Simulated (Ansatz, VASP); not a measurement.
**Two plane-wave programs on AlB2P3**

```
Al B P
1.0
    -1.69780    1.69780    7.54013
     1.69780   -1.69780    7.54013
     1.69780    1.69780   -7.54013
Al B P
1 2 3
Cartesian
  0.0000 0.0000 0.0000
  0.0000 0.0000 10.2002
  0.0000 0.0000 4.8800
  0.0000 1.6978 1.5652
  1.6978 0.0000 3.7701
  0.0000 1.6978 5.9750
```

Alike in both runs: functional PBE; k mesh 8 × 8 × 8; occupations gaussian, width 0.1 eV; no spin polarisation.

Ansatz relaxed the structure, and its values are those at the end. VASP's run is a single point on that final structure, the one shown.

|  | VASP | Ansatz |
| --- | --- | --- |
| version | VASP 6.6.1 | Ansatz 0.2.0 |
| potentials or method | VASP PAW PBE potentials, release 64 (Al, B, P) | scalar-relativistic, plane waves, PAW |
| plane-wave cutoff (eV) | 520 | 420 |
| valence electrons in the cell | 24 | 24 |

|  | VASP | Ansatz | Ansatz less VASP |
| --- | --- | --- | --- |
| gap on the k mesh at the Fermi level (eV) | 0.62 | 0.62 | +0.002 |
| least direct gap on the mesh (eV) | 0.74 | 0.74 | +0.002 |
| pressure (GPa) | -0.2 | 0.0 | +0.16 |
| rms of the force components (eV/Å) | 0.004 | 0.003 | -0.0001 |

A k mesh can miss the band edges.
